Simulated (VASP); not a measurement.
Here is the system:

```yaml
crystal:
  lattice:
    - [4.88416, 0.00000, 0.00000]
    - [0.00000, 4.88416, 0.00000]
    - [0.00000, 0.00000, 3.31735]
  atoms:
    - { symbol: Mn, position: [0.00000, 0.00000, 0.00000], spin: 4.5 }
    - { symbol: Mn, position: [0.50000, 0.50000, 0.50000], spin: -4.5 }
    - { symbol: F, position: [0.30339, 0.30339, 0.00000] }
    - { symbol: F, position: [0.80339, 0.19661, 0.50000] }
    - { symbol: F, position: [0.19661, 0.80339, 0.50000] }
    - { symbol: F, position: [0.69661, 0.69661, 0.00000] }
```

Method: PBE GGA with D3 dispersion (Becke-Johnson damping), VASP's PBE PAW potentials (set 64) (plane waves; VASP). Run with 520 eV cut-off, Gaussian smearing of 0.050 eV, potentials Mn_pv F.

Question: Give the spin-up energies of bands 18 to 31 at the high-symmetry points, in eV from the valence-band maximum.

Answer: 
```
band      Γ      Y     C0      Z     A0      T      S      R
----  -----  -----  -----  -----  -----  -----  -----  -----
18    -5.32  -4.83  -4.83  -5.16  -5.14  -5.14  -5.07  -5.31
19    -4.45  -4.65  -4.65  -4.79  -4.33  -4.33  -4.93  -4.65
20    -4.07  -4.56  -4.56  -4.69  -4.27  -4.27  -4.87  -4.58
21    -4.06  -4.54  -4.54  -4.55  -4.18  -4.18  -4.11  -4.28
22    -3.77  -4.40  -4.40  -4.45  -4.17  -4.17  -4.09  -4.25
23    -1.65  -1.65  -1.65  -1.45  -1.49  -1.49  -1.60  -1.49
24    -1.41  -1.40  -1.40  -1.39  -1.43  -1.43  -1.36  -1.42
25    -1.24  -1.17  -1.17  -1.13  -1.24  -1.24  -1.22  -1.25
26    -0.35  -0.51  -0.51  -0.52  -0.55  -0.55  -0.06  -0.63
27    -0.07  -0.07  -0.07  -0.21  -0.05  -0.05  -0.01  -0.02
28     2.24   2.66   2.66   2.85   2.82   2.82   2.59   2.83
29     2.59   3.07   3.07   2.92   2.89   2.89   3.03   2.90
30     3.09   3.08   3.08   2.99   3.06   3.06   3.05   3.05
31     3.09   3.29   3.29   3.65   3.58   3.58   3.85   3.65
```

Question: Give the spin-down energies of bands 18 to 31 at the high-symmetry points, in eV from the valence-band maximum.

Answer: 
```tsv
band	Γ	Y	C0	Z	A0	T	S	R
18	-5.32	-4.83	-4.83	-5.16	-5.14	-5.14	-5.07	-5.31
19	-4.45	-4.65	-4.65	-4.79	-4.33	-4.33	-4.93	-4.65
20	-4.07	-4.56	-4.56	-4.69	-4.27	-4.27	-4.87	-4.58
21	-4.06	-4.54	-4.54	-4.55	-4.18	-4.18	-4.11	-4.28
22	-3.77	-4.40	-4.40	-4.45	-4.17	-4.17	-4.09	-4.25
23	-1.65	-1.65	-1.65	-1.45	-1.49	-1.49	-1.60	-1.49
24	-1.41	-1.40	-1.40	-1.39	-1.43	-1.43	-1.36	-1.42
25	-1.24	-1.17	-1.17	-1.13	-1.24	-1.24	-1.22	-1.25
26	-0.35	-0.51	-0.51	-0.52	-0.55	-0.55	-0.06	-0.63
27	-0.07	-0.07	-0.07	-0.21	-0.05	-0.05	-0.01	-0.02
28	2.24	2.66	2.66	2.85	2.82	2.82	2.59	2.83
29	2.59	3.07	3.07	2.92	2.89	2.89	3.03	2.90
30	3.09	3.08	3.08	2.99	3.06	3.06	3.05	3.05
31	3.09	3.29	3.29	3.65	3.58	3.58	3.85	3.65
```

The gap is indirect, 2.24 eV, from the valence maximum at Z-A0 at 0.57 to the conduction minimum at Γ.

The compound is MnF2 in the rutile structure. It was relaxed first.
